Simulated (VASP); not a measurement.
Given:

```
CdSe
1.0
    0.00000     3.07441     3.07441
    3.07441     0.00000     3.07441
    3.07441     3.07441     0.00000
Cd Se
1 1
Cartesian
  0.00000   0.00000   0.00000
  1.53720   1.53720   1.53720
```

Method: optB86b-vdW, VASP's PBE PAW potentials (set 64) (plane waves; VASP 6.6.1). Run with 520 eV cut-off, 8×8×8 Γ-centred mesh, tetrahedra with Blöchl corrections, potentials Cd Se.

Problem. Tabulate the total density of states (states/eV per cell) against energy (eV; zero at the valence-band maximum or, without a gap, the Fermi level).

Solution. 
(E (eV), DOS (states/eV)): (-9.95, 0.00); (-9.59, 0.00); (-9.23, 0.00); (-8.87, 0.00); (-8.51, 0.00); (-8.15, 0.00); (-7.79, 14.3); (-7.43, 11.8); (-7.07, 1.88); (-6.71, 0.00); (-6.47, 0.00); (-6.11, 0.00); (-5.75, 0.00); (-5.39, 0.00); (-5.03, 0.00); (-4.67, 0.00); (-4.31, 0.00); (-3.95, 1.97); (-3.59, 1.14); (-3.23, 0.63); (-2.87, 0.35); (-2.51, 0.27); (-2.15, 1.88); (-1.79, 1.86); (-1.43, 2.44); (-1.07, 2.45); (-0.71, 1.97); (-0.35, 0.73); (0.01, 0.01); (0.37, 0.00); (0.61, 0.00); (0.97, 0.01); (1.33, 0.03); (1.69, 0.07); (2.05, 0.14); (2.41, 0.37); (2.77, 0.70); (3.13, 0.81); (3.49, 1.48); (3.85, 1.54)
Within 2 eV below the valence-band maximum the largest weight inside VASP's projection spheres is Se p.

The compound is CdSe in the zinc blende structure, whereas wurtzite is the usual form. It was relaxed first.
